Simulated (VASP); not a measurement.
**CdF2: energy against strain**

CdF2 (fluorite, Fm-3m, 13.111 Å³/atom and stress up to 0.27 GPa in the relaxed cell, cube axes along x, y and z) under a strain ε along a cube axis (axis z), the other axes held. PBEsol in VASP (plane waves, PAW), 600 eV, 10×10×10 Γ-centred mesh, Gaussian smearing 0.05 eV; ions are relaxed, or left where forces stay under 0.02 eV/Å, within the symmetry of each cell.

Here s stands for strain and y for E less E0.

| strain (%) | E less E0 (meV/atom) |
|---|---|
| -3.00 | ? |
| -1.50 | 1.96 |
| -1.00 | 0.93 |
| -0.50 | 0.28 |
| 0.00 | 0.00 |
| 0.50 | 0.09 |
| 1.00 | 0.57 |
| 1.50 | 1.38 |

Taking a parabola for y over the 7 complete rows: Least squares gives y = 0.002 - 0.1893·s + 0.7424·s². Residuals (row less fit): 0.004, -0.004, -0.002, -0.002, -0.003, 0.015, -0.008; standard error 0.009 (degrees of freedom: 4). Twice the quadratic coefficient over the volume, 2 × 0.7424 meV × 10⁴ × 0.1602 / 13.111 Å³, is the elastic constant C11 = 181.4 ± 1.0 GPa (± standard error of the fit, which holds the terms cut off).

Q: Predict the withheld y at s = -3.00 from the fit, and compare with the calculation.

A: y = 0.002 - 0.1893 × (-3.0) + 0.7424 × (-3.0)² = 7.251 meV/atom. The calculation gives 7.51 meV/atom, 0.259 meV/atom above the prediction (3.4 % of the range of y in the table). The row lies outside the fitted rows, so this is an extrapolation. From the scatter of the fitted rows alone, a prediction at this place has a standard error of 0.035 meV/atom, so the miss is 7.4 times that.

A polynomial of degree 3 through the 12 other runs of the series gives 7.47 there, so most of the miss is curvature that the fit leaves out. Rows are the converged runs of the series near zero and its far end, less any whose ions stayed unrelaxed beside relaxed ones; series whose fitted rows scatter by over a few per cent of the range, as at a crossing or softening among them, aren't shown in this form. Most that stay on the fit to the last digits aren't either.
